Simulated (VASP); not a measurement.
Data:

```
AlCo
1.0
    2.82192     0.00000     0.00000
    0.00000     2.82192     0.00000
    0.00000     0.00000     2.82192
Al Co
1 1
Direct
  0.50000   0.50000   0.50000
  0.00000   0.00000   0.00000
```

The numbers are results of PBEsol GGA, VASP's PBE PAW potentials (set 64) (plane waves; VASP), not measurements. Settings: 480 eV cut-off, 12×12×12 Γ-centred mesh, first-order Methfessel-Paxton smearing of 0.10 eV, potentials Al Co.

Each row applies one change to this cell, which was relaxed at other settings and keeps the small stress of the first row; at a fixed cut-off the stress holds a Pulay part, so it need not integrate to ΔE exactly. Stress is in GPa, positive when the cell is compressed.

```tsv
change	ΔE (meV/atom)	σxx	σyy	σzz	largest shear component, with its sign (GPa)	largest force (eV/Å)
none	0.0	0.23	0.23	0.23	0.00	0.000
uniaxial strain of +0.5 % along z	0.2	-0.43	-0.43	-1.31	0.00	0.000
uniaxial strain of -1.5 % along x	___	___	___	___	___	___
uniaxial strain of -0.5 % along z	0.4	0.89	0.89	1.87	0.00	0.000
isotropic strain of +1.5 %	12.4	-7.71	-7.71	-7.71	0.00	0.000
atom 1 (Al) moved by -0.050 Å along z	5.0	0.48	0.48	0.32	0.00	0.397
atom 2 (Co) moved by 0.025 Å along y	1.2	0.29	0.25	0.29	0.00	0.198
uniaxial strain of +2.0 % along z	___	___	___	___	___	___
atom 2 (Co) moved by 0.050 Å along x	5.0	0.32	0.48	0.48	0.00	0.397
```

Problem. Some entries are withheld; supply them.

Solution. 
- uniaxial strain of +2.0 % along z, ΔE (meV/atom): 3.8
- uniaxial strain of +2.0 % along z, σxx: -2.47
- uniaxial strain of +2.0 % along z, σyy: -2.47
- uniaxial strain of +2.0 % along z, σzz: -5.33
- uniaxial strain of +2.0 % along z, largest shear component, with its sign (GPa): 0.00
- uniaxial strain of +2.0 % along z, largest force (eV/Å): 0.000
- uniaxial strain of -1.5 % along x, ΔE (meV/atom): 2.9
- uniaxial strain of -1.5 % along x, σxx: 5.38
- uniaxial strain of -1.5 % along x, σyy: 2.25
- uniaxial strain of -1.5 % along x, σzz: 2.25
- uniaxial strain of -1.5 % along x, largest shear component, with its sign (GPa): 0.00
- uniaxial strain of -1.5 % along x, largest force (eV/Å): 0.000

Failed runs are left out, and for metals the shear rows, which the mesh's noise covers.

The compound is CoAl in the CsCl type structure. The run is not spin-polarised, so no magnetic state was tried.
